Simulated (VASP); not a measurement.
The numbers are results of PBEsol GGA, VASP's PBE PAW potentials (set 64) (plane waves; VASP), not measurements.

VASP ran on this input.

### POSCAR
```
PtS2
3.5658270
  0.4999999517  -0.8660253404   0.0000000000
  0.4999999517   0.8660253404   0.0000000000
  0.0000000000   0.0000000000   1.3526337258
Pt S
1 2
Direct
  1.0000000000   0.0000000000   0.0000000000
  0.3333330000   0.6666670000   0.2483770636
  0.6666670000   0.3333330000   0.7516229364
```

### INCAR
```
# general
SYSTEM  = PtS2
PREC    = Accurate
ENCUT   = 480
LREAL   = .FALSE.
LASPH   = .TRUE.

# electronic loop
EDIFF   = 1E-7
NELM    = 100
ALGO    = Normal
LMAXMIX = 6

# smearing
ISMEAR  = 0
SIGMA   = 0.05

# functional
GGA     = PS

# ions
ISIF    = 2

# output
LWAVE   = .FALSE.
LCHARG  = .FALSE.
```

File KPOINTS:
```
Automatic mesh
0
Gamma
8 8 4
0 0 0
```

POTCAR, in this order: Pt S (PBE.64 set). Program: vasp_std.

Output

File OUTCAR:
```
 ion  position               nearest neighbor table
   1  0.000  0.000  0.000-   2 2.38   3 2.38   3 2.38   2 2.38   3 2.38   2 2.38
   2  0.333  0.667  0.248-   1 2.38   1 2.38   1 2.38
   3  0.667  0.333  0.752-   1 2.38   1 2.38   1 2.38
  LATTYP: Found a hexagonal cell.
 ALAT       =     3.5658267181
 C/A-ratio  =     1.3526338328
 Subroutine PRICEL returns:
 Original cell was already a primitive cell.
 Subroutine GETGRP returns: Found 12 space group operations
The static configuration has the point symmetry D_3d.
The dynamic configuration has the point symmetry D_3d.
 Subroutine INISYM returns: Found 12 space group operations
 Subroutine IBZKPT returns following result:
 Found     35 irreducible k-points:

 Following reciprocal coordinates:
            Coordinates               Weight
  0.000000  0.000000  0.000000      1.000000
  0.125000  0.000000  0.000000      6.000000
  0.250000  0.000000  0.000000      6.000000
  0.375000  0.000000  0.000000      6.000000
  0.500000  0.000000  0.000000      3.000000
  0.125000  0.125000  0.000000      6.000000
  0.250000  0.125000  0.000000     12.000000
  0.375000  0.125000  0.000000     12.000000
  0.250000  0.250000  0.000000      6.000000
  0.375000  0.250000  0.000000      6.000000
  0.000000  0.000000  0.250000      2.000000
  0.125000  0.000000  0.250000      6.000000
  0.000000  0.125000  0.250000      6.000000
  0.250000  0.000000  0.250000      6.000000
  0.000000  0.250000  0.250000      6.000000
  0.375000  0.000000  0.250000      6.000000
  0.000000  0.375000  0.250000      6.000000
  0.500000  0.000000  0.250000      6.000000
  0.125000  0.125000  0.250000     12.000000
  0.250000  0.125000  0.250000     12.000000
 -0.125000  0.375000  0.250000     12.000000
  0.375000  0.125000  0.250000     12.000000
...
```

OSZICAR:
```
       N       E                     dE             d eps       ncg     rms          rms(c)
DAV:   1     0.115249179835E+03    0.11525E+03   -0.10161E+04  1050   0.123E+03
DAV:   2    -0.131772112780E+02   -0.12843E+03   -0.12569E+03  1358   0.244E+02
DAV:   3    -0.182862369674E+02   -0.51090E+01   -0.50776E+01  1344   0.529E+01
DAV:   4    -0.183417293910E+02   -0.55492E-01   -0.55474E-01  1309   0.606E+00
DAV:   5    -0.183426048632E+02   -0.87547E-03   -0.87544E-03  1414   0.740E-01    0.190E+01
DAV:   6    -0.172609456393E+02    0.10817E+01   -0.77784E+00  1071   0.286E+01    0.123E+01
DAV:   7    -0.170298842140E+02    0.23106E+00   -0.13389E+00  1071   0.128E+01    0.567E+00
DAV:   8    -0.170028323010E+02    0.27052E-01   -0.90427E-02  1190   0.223E+00    0.132E+00
DAV:   9    -0.169975025878E+02    0.53297E-02   -0.12973E-02  1232   0.127E+00    0.270E-01
DAV:  10    -0.169975815578E+02   -0.78970E-04   -0.18818E-03  1232   0.318E-01    0.773E-02
DAV:  11    -0.169975952381E+02   -0.13680E-04   -0.46250E-05  1393   0.610E-02    0.450E-02
DAV:  12    -0.169975952245E+02    0.13665E-07   -0.53393E-06  1267   0.231E-02    0.147E-02
DAV:  13    -0.169975956111E+02   -0.38661E-06   -0.16517E-06  1330   0.103E-02    0.390E-03
DAV:  14    -0.169975956445E+02   -0.33418E-07   -0.57894E-08   833   0.214E-03
   1 F= -.16997596E+02 E0= -.16997596E+02  d E =-.893102E-10
```

**OUTCAR**
```
------------------------ aborting loop because EDIFF is reached ----------------------------------------
  FORCE on cell =-STRESS in cart. coord.  units (eV):
  Direction    XX          YY          ZZ          XY          YZ          ZX
  --------------------------------------------------------------------------------------
  Total        0.0083084      0.0083084     -0.0371932      0.0000000     -0.0000000     -0.0000000
  in kB        0.2506331      0.2506331     -1.1219729      0.0000000     -0.0000000     -0.0000000
  external PRESSURE =      -0.2069022 kB  Pullay stress =       0.0000000 kB
  volume of cell :       53.11
      direct lattice vectors                 reciprocal lattice vectors
     1.782913328 -3.088096541  0.000000000     0.280439880 -0.161912037  0.000000000
     1.782913328  3.088096541  0.000000000     0.280439880  0.161912037  0.000000000
     0.000000000  0.000000000  4.823257861     0.000000000  0.000000000  0.207328745
 POSITION                                       TOTAL-FORCE (eV/Angst)
 -----------------------------------------------------------------------------------
      0.00000      0.00000      0.00000         0.000000      0.000000      0.000000
      1.78291      1.02937      1.19799        -0.000000     -0.000000      0.001257
      1.78291     -1.02937      3.62527         0.000000      0.000000     -0.001257
 -----------------------------------------------------------------------------------
    total drift:                                0.000000     -0.000000      0.000000
  FREE ENERGIE OF THE ION-ELECTRON SYSTEM (eV)
  ---------------------------------------------------
  free  energy   TOTEN  =       -16.9975956445 eV

  energy  without entropy=      -16.9975956444  energy(sigma->0) =      -16.99759564
```
(Selected blocks of OUTCAR.)

Without a dispersion term in the relaxation, distances and binding between the weakly bound layers, chains or molecules are unreliable, and so is what depends on them.

The compound is PtS2 in the 1T layered structure. It was relaxed first.
